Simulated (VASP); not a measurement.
Runs of VASP 6.6.1 on Ag3SF. It takes space group Pm-3m (No. 221, cubic). Conventional cell: a = 4.786 Å, b = 4.786 Å, c = 4.786 Å, α = 90.00°, β = 90.00°, γ = 90.00°. S (site symmetry m-3m) has 12 Ag at 3.38 Å as nearest neighbours. F (site symmetry m-3m) has 6 Ag at 2.39 Å as nearest neighbours. Ag (site symmetry 4/mmm) has 2 F at 2.39 Å as nearest neighbours. The cell comes from a database or a generator and needn't be the stable form of this composition.

| cell | gap on the mesh (eV) | pressure (GPa) |
| --- | --- | --- |
| Pm-3m, 21.93 Å³/atom | none | -11.4 |
| Pm-3m, 16.94 Å³/atom | none | 0.4 |
| Pm-3m, 24.4 Å³/atom | none | -12.3 |
| Pm-3m, 17.54 Å³/atom | none | (a) |

Alike in all rows: task single point; level LDA; potentials or basis VASP PAW LDA potentials, release 64 (S, F, Ag); no spin polarisation; k mesh 4 × 4 × 4; cutoff (eV) 520; smearing gaussian 0.05 eV.

Fill in the values left out.

(a) -2.4.

A k mesh can miss the band edges, and the runs leave out spin-orbit coupling on Ag.

A gap of «none» marks a metal or a gap under the smearing width.
